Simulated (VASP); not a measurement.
A run of VASP 6.6.1 is set up as follows.

Contents of POSCAR:

```
W
1.0
   -1.5776066429      1.5776066429      1.5776066429
    1.5776066429     -1.5776066429      1.5776066429
    1.5776066429      1.5776066429     -1.5776066429
  W
     1
Direct
     0.0000000000000000    0.0000000000000000    0.0000000000000000
```

Contents of INCAR.step1:

```
ALGO = Fast
EDIFF = 1E-8
EDIFFG = -0.002
ENCUT = 600
GGA = PS
IBRION = 2
ISIF = 3
ISMEAR = 1
KPAR = 2
LASPH = T
LCHARG = F
LREAL = F
LWAVE = F
NELM = 80
NSW = 40
PREC = Accurate
SIGMA = 0.2
```

Contents of INCAR.step2:

```
ALGO = Fast
EDIFF = 1E-8
ENCUT = 600
GGA = PS
IBRION = 6
ISIF = 3
ISMEAR = 1
KPAR = 2
LASPH = T
LCHARG = F
LREAL = F
LWAVE = F
NELM = 80
NFREE = 2
NSW = 1
POTIM = 0.015
PREC = Accurate
SIGMA = 0.2
```

The input KPOINTS:

```
k-points
0
Gamma
  30 30 30
```

Potentials or basis: VASP PAW PBE potentials, release 64 (W_sv).

Launch:

```console
$ cat potpaw_PBE.64/W_sv/POTCAR > POTCAR
$ cp INCAR.step1 INCAR
$ mpirun -np 2 vasp_std > vasp.out
$ cp CONTCAR POSCAR
$ cp INCAR.step2 INCAR
$ mpirun -np 2 vasp_std > vasp.out
```

Predict the elastic constants C11, C12, C44.

556, 211, 157 GPa.

Predict the Voigt bulk modulus.

326 GPa.

Predict the relaxed cell.

a = 2.734 Å, b = 2.734 Å, c = 2.734 Å, α = 109.47°, β = 109.47°, γ = 109.47°.

What does it give for the space group after relaxing (to 0.05 Å)?

Im-3m (No. 229).

Estimate the relaxed volume.

15.72 Å³/atom.

Final structure:
```xyz
1
Lattice="-1.5782 1.5782 1.5782 1.5782 -1.5782 1.5782 1.5782 1.5782 -1.5782" Properties=species:S:1:pos:R:3 pbc="T T T"
W     0.0000    0.0000    0.0000
```

Caveat: the PAW data sets were made with another functional, which shifts forces and pressure a little. The run has no spin-orbit coupling, so splittings on W are missing.
